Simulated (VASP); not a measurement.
An input for Quantum ESPRESSO's pw.x (written as the equivalent of a VASP run, and not itself run):

```
&CONTROL
  calculation = 'scf'
  pseudo_dir = './pseudo'
  outdir = './out'
  tprnfor = .true.
  tstress = .true.
/
&SYSTEM
  ibrav = 0
  nat = 4
  ntyp = 2
  ecutwfc = 84
  occupations = 'tetrahedra'
  input_dft = 'vdw-df-cx'
/
&ELECTRONS
  conv_thr = 7.3e-09
  electron_maxstep = 100
/
ATOMIC_SPECIES
  Zn 65.380 Zn.upf
  O 15.999 O.upf
CELL_PARAMETERS angstrom
     1.6236097   -2.8121750    0.0000000
     1.6236097    2.8121750    0.0000000
    -0.0000000    0.0000000    5.2378414
ATOMIC_POSITIONS crystal
  Zn   0.6666670  0.3333330  0.5013073
  Zn   0.3333330  0.6666670  0.0013073
  O    0.6666670  0.3333330  0.8806927
  O    0.3333330  0.6666670  0.3806927
K_POINTS automatic
  9 9 5 0 0 0
```

Q: Write the VASP files for the same calculation (vdW-DF-cx).

A: This is not unique; one that fits is 
POSCAR:
```
ZnO
1
    1.6236097370    -2.8121749927     0.0000000000
    1.6236097370     2.8121749927     0.0000000000
   -0.0000000000     0.0000000000     5.2378413791
Zn O
2 2
Direct
  0.6666670000   0.3333330000   0.5013073310
  0.3333330000   0.6666670000   0.0013073310
  0.6666670000   0.3333330000   0.8806926690
  0.3333330000   0.6666670000   0.3806926690
```

File KPOINTS:
```
Automatic mesh
0
Gamma
9 9 5
0 0 0
```

### INCAR
```
SYSTEM = ZnO
PREC = Accurate; ENCUT = 520; LREAL = F
LASPH = T
EDIFF = 1E-7; NELM = 100; ALGO = Normal
LMAXMIX = 4
ISMEAR = -5
GGA = CX; LUSE_VDW = T; AGGAC = 0.0
ISIF = 2
LWAVE = F; LCHARG = T; LORBIT = 11
NEDOS = 601
LEFG = T
```

POTCAR, in this order: Zn O (PBE.64 set). Program: vasp_std.

Limits of the translation: the potentials are each code's own (VASP's PAW set, PseudoDojo norm-conserving files in pw.x), so ENCUT and ecutwfc are chosen apart and not converted; conv_thr bounds pw.x's estimated SCF error, while EDIFF bounds the energy change between steps; the field gradients of LEFG aren't asked of the other code.

The compound is ZnO in the wurtzite structure. It was relaxed first.
